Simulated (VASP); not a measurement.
Elastic constants (GPa) of a crystal from LDA (Ceperley-Alder, Perdew-Zunger), VASP's LDA PAW potentials (set 64) (VASP):

|  | xx | yy | zz | yz | xz | xy |
|---|---|---|---|---|---|---|
| xx | 1104.6 | 204.4 | -3.8 | 0.0 | -2.2 | 0.0 |
| yy | 204.4 | 1103.4 | -3.0 | 0.0 | 0.0 | 0.0 |
| zz | -3.8 | -3.0 | 34.4 | 0.0 | -0.5 | 0.0 |
| yz | 0.0 | 0.0 | 0.0 | 6.3 | 0.0 | -0.5 |
| xz | -2.2 | 0.0 | -0.5 | 0.0 | 6.2 | 0.0 |
| xy | 0.0 | 0.0 | 0.0 | -0.5 | 0.0 | 449.4 |

Tensors are in the Cartesian frame of the cell as typed.

Problem. Work out the Voigt, Reuss and Hill moduli, Young's modulus and Poisson's ratio.

Solution. All eigenvalues are positive (smallest 6.2 GPa), so the crystal is stable. K_V = (C11+C22+C33+2(C12+C13+C23))/9 = (2242.4 + 2×197.6)/9 = 293.1 GPa; G_V = (2242.4 − 197.6 + 3×461.9)/15 = 228.7 GPa. From the compliances, K_R = 32.3 GPa and G_R = 13.7 GPa. Hill: K = 162.7 GPa, G = 121.2 GPa, E = 9KG/(3K+G) = 291.3 GPa, ν = (3K−2G)/(2(3K+G)) = 0.202. K/G = 1.34, below Pugh's 1.75; universal anisotropy A^U = 86.30.

Problem. With a density of 2.33 g/cm³, what are the mean sound speeds?

Solution. v_l = √((K+4G/3)/ρ) = 11.80 km/s and v_t = √(G/ρ) = 7.21 km/s. The crystal is C (space group C2/m), monoclinic.

The structure comes from a computed database's C entry (C2/m); how it stands against other phases isn't given here. It was relaxed first, which changed the volume by -6 %.
